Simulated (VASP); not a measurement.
OSZICAR of a VASP run on CdSe (relaxed from the zinc blende structure, space group F-43m):

File OSZICAR:
```
       N       E                     dE             d eps       ncg     rms          rms(c)
DAV:   1     0.108702350824E+03    0.10870E+03   -0.93566E+03   786   0.126E+03
DAV:   2    -0.160280838657E+01   -0.11031E+03   -0.10598E+03   854   0.297E+02
DAV:   3    -0.556976278545E+01   -0.39670E+01   -0.39590E+01   899   0.589E+01
DAV:   4    -0.558570479326E+01   -0.15942E-01   -0.15941E-01   834   0.380E+00
DAV:   5    -0.558578445709E+01   -0.79664E-04   -0.79664E-04   904   0.238E-01    0.124E+01
DAV:   6    -0.520392976104E+01    0.38185E+00   -0.71193E-01  1032   0.152E+01    0.877E+00
DAV:   7    -0.516869271196E+01    0.35237E-01   -0.25973E-01   809   0.449E+00    0.279E+00
DAV:   8    -0.516640092454E+01    0.22918E-02   -0.32354E-02   814   0.299E+00    0.334E-01
DAV:   9    -0.516605136219E+01    0.34956E-03   -0.32647E-03   819   0.926E-01    0.114E-01
DAV:  10    -0.516605339399E+01   -0.20318E-05   -0.19081E-04   829   0.223E-01    0.346E-02
DAV:  11    -0.516606385766E+01   -0.10464E-04   -0.25461E-05   794   0.462E-02    0.872E-03
DAV:  12    -0.516606353827E+01    0.31939E-06   -0.35322E-06   874   0.330E-02
   1 F= 0.67249156E+01 E0= 0.67249156E+01  d E =0.672492E+01
       N       E                     dE             d eps       ncg     rms          rms(c)
DAV:   1    -0.185904714499E+02   -0.13424E+02   -0.27686E+02   869   0.239E+02    0.453E+01
DAV:   2    -0.157620165152E+01    0.17014E+02   -0.65892E+01   809   0.143E+02    0.821E+00
DAV:   3    -0.791728874914E+00    0.78447E+00   -0.32542E+00   794   0.234E+01    0.382E+00
DAV:   4    -0.560728655647E+00    0.23100E+00   -0.52811E-01   804   0.479E+00    0.254E+00
DAV:   5    -0.558502496914E+00    0.22262E-02   -0.18583E-02   857   0.192E+00    0.120E+00
DAV:   6    -0.559111293023E+00   -0.60880E-03   -0.14004E-02   839   0.108E+00    0.221E-01
DAV:   7    -0.559026942053E+00    0.84351E-04   -0.50628E-04   809   0.326E-01    0.146E-01
DAV:   8    -0.559057337844E+00   -0.30396E-04   -0.63250E-05   909   0.138E-01    0.195E-02
DAV:   9    -0.559054988921E+00    0.23489E-05   -0.10329E-05   889   0.665E-02    0.465E-03
DAV:  10    -0.559055406123E+00   -0.41720E-06   -0.19571E-06   440   0.216E-02
   2 F= 0.82243991E+01 E0= 0.82243991E+01  d E =0.149948E+01
       N       E                     dE             d eps       ncg     rms          rms(c)
DAV:   1    -0.125559717768E+02   -0.11997E+02   -0.17171E+02   764   0.221E+02    0.329E+01
DAV:   2    -0.574942417171E+01    0.68065E+01   -0.16365E+01   799   0.776E+01    0.180E+01
DAV:   3    -0.486550963380E+01    0.88391E+00   -0.11953E+00   869   0.171E+01    0.154E+01
DAV:   4    -0.453688039466E+01    0.32863E+00   -0.42501E-01   774   0.742E+00    0.406E+00
DAV:   5    -0.452995218146E+01    0.69282E-02   -0.25907E-02   794   0.166E+00    0.149E+00
DAV:   6    -0.452891242084E+01    0.10398E-02   -0.33651E-03   920   0.106E+00    0.541E-01
DAV:   7    -0.452902094037E+01   -0.10852E-03   -0.14220E-03   789   0.494E-01    0.937E-02
DAV:   8    -0.452900168725E+01    0.19253E-04   -0.85265E-05   884   0.125E-01    0.352E-02
DAV:   9    -0.452900244803E+01   -0.76078E-06   -0.36831E-06   769   0.187E-02
   3 F= 0.65728680E+01 E0= 0.65728680E+01  d E =-.152048E+00
       N       E                     dE             d eps       ncg     rms          rms(c)
DAV:   1    -0.447522536408E+01    0.53776E-01   -0.93642E-02   824   0.475E+00    0.481E-01
DAV:   2    -0.447076236420E+01    0.44630E-02   -0.10864E-02   844   0.208E+00    0.231E-01
DAV:   3    -0.447033288263E+01    0.42948E-03   -0.10102E-03   824   0.433E-01    0.184E-01
DAV:   4    -0.447028026219E+01    0.52620E-04   -0.16001E-04   779   0.142E-01    0.203E-02
DAV:   5    -0.447027746956E+01    0.27926E-05   -0.27737E-05   864   0.105E-01    0.178E-02
DAV:   6    -0.447027799372E+01   -0.52415E-06   -0.50525E-06   769   0.322E-02
   4 F= 0.65716434E+01 E0= 0.65716434E+01  d E =-.153272E+00
       N       E                     dE             d eps       ncg     rms          rms(c)
DAV:   1    -0.445414716942E+01    0.16130E-01   -0.71851E-03   829   0.132E+00    0.132E-01
DAV:   2    -0.445380693266E+01    0.34024E-03   -0.82211E-04   849   0.572E-01    0.654E-02
DAV:   3    -0.445377475550E+01    0.32177E-04   -0.76717E-05   829   0.121E-01    0.522E-02
DAV:   4    -0.445377225599E+01    0.24995E-05   -0.12334E-05   779   0.391E-02    0.579E-03
DAV:   5    -0.445377215722E+01    0.98768E-07   -0.21376E-06   616   0.295E-02
   5 F= 0.65715939E+01 E0= 0.65715939E+01  d E =-.153322E+00
```

### Question
Which electronic solver shows in the log?

### Answer
It is blocked Davidson (ALGO = Normal, or the opening steps of other solvers). The INCAR had ALGO = Normal.

### Question
Can the final energy be trusted as converged?

### Answer
The run converged. It stopped with EDIFF = 1E-6, NELM = 100, NSW = 40 and EDIFFG = -0.02 after 5 ionic steps (PBEsol GGA, plane waves, VASP's PBE PAW potentials (set 64)). Energy and stress use the plane-wave basis of the starting cell.

The structure was generated: CdSe was put into the zinc blende type (F-43m), which need not be its known phase. This run relaxes it under an external pressure of 45 GPa. Symmetry was kept, so distortions that lower it aren't found.
